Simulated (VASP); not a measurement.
Input:

```
Al12W
1.0
   -3.76817     3.76817     3.76817
    3.76817    -3.76817     3.76817
    3.76817     3.76817    -3.76817
Al W
12 1
Direct
  0.81501   0.30943   0.12443
  0.18499   0.69057   0.87557
  0.81501   0.69057   0.50558
  0.18499   0.30943   0.49442
  0.12443   0.81501   0.30943
  0.50558   0.81501   0.69057
  0.49442   0.18499   0.30943
  0.87557   0.18499   0.69057
  0.30943   0.12443   0.81501
  0.30943   0.49442   0.18499
  0.69057   0.87557   0.18499
  0.69057   0.50558   0.81501
  0.00000   0.00000   0.00000
```

Computed with PBEsol GGA, VASP's PBE PAW potentials (set 64) (plane waves; VASP). Numerical set-up: LREAL = Auto, 400 eV cut-off, Gaussian smearing of 0.050 eV, potentials Al W_sv.

Question: Give the energies of bands 18 to 31 at the high-symmetry points, in eV from the Fermi level.

Answer: 
```json
[
 {"band": "18", "Γ": "-2.13", "H": "-1.85", "N": "-2.29", "P": "-3.44"},
 {"band": "19", "Γ": "-2.13", "H": "-1.85", "N": "-2.21", "P": "-3.44"},
 {"band": "20", "Γ": "-0.77", "H": "-1.60", "N": "-1.85", "P": "-3.35"},
 {"band": "21", "Γ": "-0.77", "H": "-0.81", "N": "-1.74", "P": "-1.06"},
 {"band": "22", "Γ": "-0.77", "H": "-0.81", "N": "-1.36", "P": "-1.06"},
 {"band": "23", "Γ": "-0.55", "H": "-0.81", "N": "-1.30", "P": "-1.06"},
 {"band": "24", "Γ": "-0.55", "H": "1.46", "N": "-0.20", "P": "-0.41"},
 {"band": "25", "Γ": "-0.55", "H": "1.46", "N": "-0.18", "P": "-0.41"},
 {"band": "26", "Γ": "0.29", "H": "1.46", "N": "-0.16", "P": "1.26"},
 {"band": "27", "Γ": "2.46", "H": "1.54", "N": "0.55", "P": "1.26"},
 {"band": "28", "Γ": "2.46", "H": "1.54", "N": "0.81", "P": "1.26"},
 {"band": "29", "Γ": "3.10", "H": "1.54", "N": "1.20", "P": "1.93"},
 {"band": "30", "Γ": "3.10", "H": "1.76", "N": "1.48", "P": "1.93"},
 {"band": "31", "Γ": "3.21", "H": "1.76", "N": "2.66", "P": "1.93"}
]
```

It has no gap at this level: it comes out as a metal or semimetal.

The compound is Al12W in the sg204 structure. It was relaxed first.
